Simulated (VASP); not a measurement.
An input for Quantum ESPRESSO's pw.x (written as the equivalent of a VASP run, and not itself run):

```
&CONTROL
  calculation = 'scf'
  pseudo_dir = './pseudo'
  outdir = './out'
  tprnfor = .true.
  tstress = .true.
/
&SYSTEM
  ibrav = 0
  nat = 4
  ntyp = 2
  ecutwfc = 84
  occupations = 'tetrahedra'
  input_dft = 'vdw-df2-b86r'
/
&ELECTRONS
  conv_thr = 7.3e-09
  electron_maxstep = 100
/
ATOMIC_SPECIES
  Zn 65.380 Zn.upf
  S 32.060 S.upf
CELL_PARAMETERS angstrom
     1.9115763   -3.3109472    0.0000000
     1.9115763    3.3109472    0.0000000
     0.0000000    0.0000000    6.2689732
ATOMIC_POSITIONS crystal
  Zn   0.6666670  0.3333330  0.5002278
  Zn   0.3333330  0.6666670  0.0002278
  S    0.6666670  0.3333330  0.8747722
  S    0.3333330  0.6666670  0.3747722
K_POINTS automatic
  8 8 4 0 0 0
```

### Question
Translate this input to VASP (INCAR, KPOINTS, POSCAR, choice of POTCAR).

### Answer
One answer among several that fit: 
POSCAR:
```
ZnS
1
    1.9115762825    -3.3109472014     0.0000000000
    1.9115762825     3.3109472014     0.0000000000
    0.0000000000     0.0000000000     6.2689731629
Zn S
2 2
Direct
  0.6666670000   0.3333330000   0.5002277801
  0.3333330000   0.6666670000   0.0002277801
  0.6666670000   0.3333330000   0.8747722199
  0.3333330000   0.6666670000   0.3747722199
```

File KPOINTS:
```
Automatic mesh
0
Gamma
8 8 4
0 0 0
```

**INCAR**
```
ISMEAR=-5   # tetrahedra, Bloechl
LORBIT=11   # lm-projected
ALGO=Normal
NEDOS=601
ENCUT=520
LUSE_VDW=T
EDIFF=1E-7   # SCF stop (eV)
LWAVE=F
LEFG=T
GGA=MK
PARAM2=0.7114
PARAM1=0.1234568
PREC=Accurate
LMAXMIX=4
LREAL=F
ZAB_VDW=-1.8867
AGGAC=0.0
SYSTEM=ZnS
NELM=100
LASPH=T
LCHARG=T
ISIF=2   # forces and stress, cell fixed
```

POTCAR, in this order: Zn S (PBE.64 set). Program: vasp_std.

The two are equivalent in intent, not identical: the potentials are each code's own (VASP's PAW set, PseudoDojo norm-conserving files in pw.x), so ENCUT and ecutwfc are chosen apart and not converted; conv_thr bounds pw.x's estimated SCF error, while EDIFF bounds the energy change between steps; the field gradients of LEFG aren't asked of the other code.

The compound is ZnS in the wurtzite structure, the high-temperature form. It was relaxed first.
